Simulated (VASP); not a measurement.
Given:

```
CELL_PARAMETERS angstrom
      0.00000     2.43369     2.43369
      2.43369     0.00000     2.43369
      2.43369     2.43369     0.00000
ATOMIC_POSITIONS crystal
  Y  0.00000 0.00000 0.00000
  N  0.50000 0.50000 0.50000
```

Level of theory: PBE GGA with D4 dispersion, VASP's PBE PAW potentials (set 64) (plane waves; VASP). Numerical set-up: 520 eV cut-off, 10×10×10 Γ-centred mesh, tetrahedra with Blöchl corrections, potentials Y_sv N.

Tabulate the total density of states (states/eV per cell) against energy (eV; zero at the valence-band maximum or, without a gap, the Fermi level).

```
E (eV)  DOS (states/eV)
------  ---------------
-9.95              0.00
-9.59              0.00
-9.23              0.00
-8.87              0.00
-8.51              0.00
-8.27              0.00
-7.91              0.00
-7.55              0.00
-7.19              0.00
-6.83              0.00
-6.47              0.00
-6.11              0.00
-5.75              0.00
-5.39              0.00
-5.03              0.00
-4.79              0.00
-4.43              0.00
-4.07              0.02
-3.71              0.36
-3.35              0.87
-2.99              1.23
-2.63              1.33
-2.27              1.02
-1.91              3.43
-1.55              4.82
-1.31              2.43
-0.95              1.61
-0.59              0.87
-0.23              0.12
0.13               0.00
0.49               0.04
0.85               0.12
1.21               0.20
1.57               0.27
1.93               0.35
2.17               0.41
2.53               0.49
2.89               0.65
3.25               0.78
3.61               0.87
```
Within 2 eV below the valence-band maximum the largest weight inside VASP's projection spheres is N p, then Y d.

The compound is YN in the rock salt structure. It was relaxed first.
